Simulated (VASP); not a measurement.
Four VASP jobs (plane waves, PAW):

A. La3Al (space group Pm-3m), 4 atoms, PBEsol, static run, 400 eV, 7×7×7 Γ-centred mesh
B. Na (bcc), 1 atom, PBEsol, static run, 400 eV, 14×14×14 Γ-centred mesh
C. LuTe (space group P-6m2), 2 atoms, PBEsol+SOC, static run, 400 eV, 10×10×8 Γ-centred mesh
D. AlN (zinc blende), 2 atoms, G0W0@PBE, GW step (128 bands), 500 eV, 6×6×6 Γ-centred mesh

Times come from single runs on busy shared machines, so they are rough: good to a factor of about 2.

Problem. Order them by core time, cheapest first.

Solution. B (4 core-seconds), A (30 core-seconds), C (2 core-minutes), D (20 core-minutes)
